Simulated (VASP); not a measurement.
Input:

```
CeO2
1.0
    0.00000     2.73061     2.73061
    2.73061     0.00000     2.73061
    2.73061     2.73061     0.00000
Ce O
1 2
Cartesian
  0.00000   0.00000   0.00000
  1.36531   1.36531   1.36531
  4.09592   4.09592   4.09592
```

Calculation: PBE GGA, VASP's PBE PAW potentials (set 64) (plane waves; VASP 6.6.1). Numerical set-up: 600 eV cut-off, 6×6×6 Γ-centred mesh, Gaussian smearing of 0.050 eV, potentials Ce O.

Energy and stress use the plane-wave basis of the starting cell.

Problem. The ions, cell shape and volume at an external pressure of 5.0 GPa are relaxed. Give the cell that the relaxation ends in.

Solution. 
```
CeO2
1.0
    0.00000     2.70711     2.70711
    2.70711     0.00000     2.70711
    2.70711     2.70711     0.00000
Ce O
1 2
Cartesian
  0.00000   0.00000   0.00000
  1.35356   1.35356   1.35356
  4.06067   4.06067   4.06067
```
Space group Fm-3m (225), at a tolerance of 0.03 Å.

Problem. How do energy and volume change from the first to the last step?

Solution. The energy (σ→0) changes by +5.4 meV/atom and the volume by -2.6 %, in 3 ionic steps.

```
step  E(σ→0) (eV)  max force (eV/Å)  pressure (GPa)  volume (Å³)
----  -----------  ----------------  --------------  -----------
1        -26.2349             0.000            0.17        40.72
2        -26.1490             0.000           12.10        38.35
3        -26.2186             0.000            4.95        39.68
```

The compound is CeO2 in the fluorite structure. This run relaxes it under an external pressure of 5 GPa. Symmetry was kept, so distortions that lower it aren't found. The run is not spin-polarised, so no magnetic state was tried.
